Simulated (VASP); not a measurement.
The system is Al.

```
Al
1.0
     8.08000    0.00000    0.00000
     0.00000    8.08000    0.00000
     0.00000    0.00000    8.08000
Al
32
Direct
  0.00000 0.00000 0.00000
  0.00000 0.00000 0.50000
  0.00000 0.50000 0.00000
  0.00000 0.50000 0.50000
  0.50000 0.00000 0.00000
  0.50000 0.00000 0.50000
  0.50000 0.50000 0.00000
  0.50000 0.50000 0.50000
  0.00000 0.25000 0.25000
  0.00000 0.25000 0.75000
  0.00000 0.75000 0.25000
  0.00000 0.75000 0.75000
  0.50000 0.25000 0.25000
  0.50000 0.25000 0.75000
  0.50000 0.75000 0.25000
  0.50000 0.75000 0.75000
  0.25000 0.00000 0.25000
  0.25000 0.00000 0.75000
  0.25000 0.50000 0.25000
  0.25000 0.50000 0.75000
  0.75000 0.00000 0.25000
  0.75000 0.00000 0.75000
  0.75000 0.50000 0.25000
  0.75000 0.50000 0.75000
  0.25000 0.25000 0.00000
  0.25000 0.25000 0.50000
  0.25000 0.75000 0.00000
  0.25000 0.75000 0.50000
  0.75000 0.25000 0.00000
  0.75000 0.25000 0.50000
  0.75000 0.75000 0.00000
  0.75000 0.75000 0.50000
```

The cell was built by a generator and needn't be a form met in nature.

Base run:

| Property | Result |
| --- | --- |
| Program | VASP 6.6.1 |
| Functional | PBEsol |
| Potentials or basis | VASP PAW PBE potentials, release 64 (Al) |
| Cutoff | 400 eV |
| k mesh | 6 × 6 × 6 |
| Occupations | fermi-dirac, width 0.05 eV |
| Spin | no spin polarisation |

Its results: band gap on the k mesh none (metal or under the smearing width); pressure -1.5 GPa.

**Question.** The run is repeated on the same cell with these changes: functional from PBEsol to PBE; further incar settings from ALGO = Fast; EDIFF = 1e-07; NBANDS = 70 to ALGO = Fast; EDIFF = 1e-06. What comes out?

**Answer.** Band gap on the k mesh none (metal or under the smearing width); pressure -0.1 GPa.

Caveats: the PAW data sets were made with another functional, which shifts forces and pressure a little (some runs).
